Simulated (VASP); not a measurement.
Given:

```xyz
1
Lattice="0.0000 2.0545 2.0545 2.0545 0.0000 2.0545 2.0545 2.0545 0.0000" Properties=species:S:1:pos:R:3 pbc="T T T"
Al     0.0000     0.0000     0.0000
```

The numbers are results of optB86b-vdW, VASP's PBE PAW potentials (set 64) (plane waves; VASP 6.6.1), not measurements. Settings: 520 eV cut-off, 16×16×16 Γ-centred mesh, first-order Methfessel-Paxton smearing of 0.10 eV, potentials Al.

Task: Give the stress tensor in GPa (positive for a compressed cell).

Result: 
```
-3.82   0.00   0.00
 0.00  -3.82   0.00
 0.00   0.00  -3.82
```
The pressure is its mean diagonal, -3.82 GPa.

The compound is Al in the fcc structure. This cell is one point of a volume scan, at 1.06 of the reference volume.
